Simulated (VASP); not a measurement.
Ga, 1 atom in the cell. The typed cell holds 1 atom: a = 2.980 Å, b = 3.028 Å, c = 3.028 Å, α = 125.57°, β = 124.71°, γ = 80.32°. This isn't the form of Ga at room conditions, which is orthorhombic. The cell isn't the ideal one: cell strained at random at fixed volume.

```yaml
Program: VASP 6.6.1
Task: single point
Functional: PBEsol
Potentials_or_basis: VASP PAW PBE potentials, release 64 (Ga_d)
Cutoff: 520 eV
k_mesh: 13 × 13 × 13
Occupations: fermi-dirac, width 0.05 eV
Spin: no spin polarisation
Ladder: free
Further_INCAR_settings: ALGO = Normal; EDIFF = 1e-07; NBANDS = 12
```

Potentials or basis: VASP PAW PBE potentials, release 64 (Ga_d).

The run is started by

```sh
$ cat potpaw_PBE.64/Ga_d/POTCAR > POTCAR
$ mpirun -np 1 vasp_std > vasp.out
```

Hardware: 1 thread of Intel(R) Xeon(R) Platinum 8259CL CPU @ 2.50GHz (Skylake/Cascade Lake) (shared host).

How long does it take, and how much memory?

It took 120 s on 1 thread of Intel(R) Xeon(R) Platinum 8259CL CPU @ 2.50GHz (Skylake/Cascade Lake) (shared host), peak memory 0.33 GiB. Counts: scf iterations 11, k points 1099.
